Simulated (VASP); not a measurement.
Something may be wrong with this VASP 6.6.1 calculation of Sr.

File run.py:

```python
from ase import Atoms
from ase.calculators.vasp import Vasp
from ase.dft.bandgap import bandgap

atoms = Atoms(
    ['Sr', 'Sr', 'Sr'],
    cell=[[4.310000220637988, 1.6795250387209182e-16, 0.0], [-2.155000110331006, 3.7325696814537035, 0.0], [0.0, 0.0, 22.049999999999997]],
    scaled_positions=[[0.3333333333000001, 0.6666666666000002, 0.34013605442176875], [0.6666666667000002, 0.33333333340000004, 0.5000000000000001], [0.3333333333000001, 0.6666666666000002, 0.6598639455782314]],
    pbc=True,
)
calc = Vasp(
    directory='calc',
    xc='pbesol',
    pp='PBE',
    setups='minimal',
    pp_version='54',
    prec='Accurate',
    encut=500,
    ediff=1e-06,
    ismear=0,
    sigma=0.1,
    lreal=False,
    lasph=True,
    nelm=72,
    algo='Normal',
    isif=2,
    lwave=False,
    lcharg=False,
    ldipol=True,
    idipol=3,
    dipol=[0.5, 0.5, 0.5],
    ldau=True,
    ldautype=2,
    ldaul=[2, 2, 2, 2, 2],
    ldauu=[4.0],
    kpts=[7, 7, 1],
    gamma=True,
)
atoms.calc = calc

print('energy (eV):', atoms.get_potential_energy())
print('free energy (eV):', atoms.get_potential_energy(force_consistent=True))
print('forces (eV/A):')
print(atoms.get_forces())
print('stress (eV/A^3, Voigt):', atoms.get_stress())
print('Fermi level (eV):', calc.get_fermi_level())
gap, top, bottom = bandgap(calc)
print('band gap (eV):', gap, 'from (spin, k, band)', top, 'to', bottom)
```

Potentials or basis: VASP PAW PBE potentials, release 54 (Sr_sv).

Launch:

```sh
$ python run.py
```

Output:

```text
energy (eV): -4.18060104
free energy (eV): -4.18747746
forces (eV/A):
[[-0.          0.         -0.00785518]
 [ 0.         -0.          0.        ]
 [-0.          0.          0.00785518]]
stress (eV/A^3, Voigt): [ 4.61630316e-05  4.61630316e-05 -1.34493368e-04 -0.00000000e+00
 -0.00000000e+00 -0.00000000e+00]
Fermi level (eV): -0.55546129
[... 2 lines left out ...]
```

OUTCAR:

```text
ENCUT = 500.000000
   EDIFF = 1.00e-06
[... 407 lines left out ...]

 vacuum level on the upper side and lower side of the slab         2.008         2.008
```

Problem. Diagnose the run.

Solution. The run converged. The input holds a flaw that was put in on purpose: wrong count of Hubbard values (LDAU = yes; LDAUTYPE = 2; LDAUL = 2 2 2 2 2; LDAUU = 4). The program doesn't stop on it, so the numbers can't be trusted though the run ends normally.
